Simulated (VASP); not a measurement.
An input for Ansatz (written as the equivalent of a VASP run, and not itself run):

Ansatz 0.2 input:
```yaml
crystal:
  lattice:
    - [3.0364275, 0.0000000, 0.0000000]
    - [-1.5182138, 2.6296231, 0.0000000]
    - [0.0000000, 0.0000000, 5.0455512]
  atoms:
    - { symbol: B, position: [0.3333330, 0.6666670, 0.0009289] }
    - { symbol: B, position: [0.6666670, 0.3333330, 0.5009289] }
    - { symbol: P, position: [0.3333330, 0.6666670, 0.3740711] }
    - { symbol: P, position: [0.6666670, 0.3333330, 0.8740711] }
kpoints:
  mp_grid: { grid: [8, 8, 5] }
hamiltonian:
  xc: pbesol
  pseudopotentials: { kind: paw }
scf:
  occupations: { method: gaussian, width: 0.05 }
  max_iter: 100
relax:
  max_steps: 40
  f_tol: 0.02
  cell: { p_target: 30 }
output: { forces: true, stress: true, eigenvalues: true }
```

### Question
Write the VASP files for the same calculation (PBEsol).

### Answer
Several could match; the one computed here: 
POSCAR:
```
BP
1
    3.0364275315    -0.0000000000    -0.0000000000
   -1.5182137658     2.6296230760     0.0000000000
    0.0000000000     0.0000000000     5.0455512206
B P
2 2
Direct
  0.3333330000   0.6666670000   0.0009289050
  0.6666670000   0.3333330000   0.5009289050
  0.3333330000   0.6666670000   0.3740710950
  0.6666670000   0.3333330000   0.8740710950
```

INCAR:
```
SYSTEM = BP
PREC = Accurate; ENCUT = 620; LREAL = .False.
LASPH = .True.
EDIFF = 1E-6; NELM = 100; ALGO = Normal
ISMEAR = 0; SIGMA = 0.05
GGA = PS
IBRION = 2; NSW = 40; ISIF = 3
EDIFFG = -0.02; PSTRESS = 300
LWAVE = .False.; LCHARG = .False.
```

KPOINTS:
```
K-points
0
G
8 8 5
```

POTCAR, in this order: B P (PBE.64 set). Program: vasp_std.

What does not carry over: each code has its own PAW files, so the cut-off isn't converted (ENCUT is set for VASP's; basis.ecutwfc is left out, and Ansatz then takes the one that its files recommend); Ansatz stops its SCF on the density residual and VASP on the energy change (EDIFF).

The structure was generated: BP was put into the wurtzite type (P6_3mc), which need not be its known phase. It was relaxed first under an external pressure of 30 GPa.
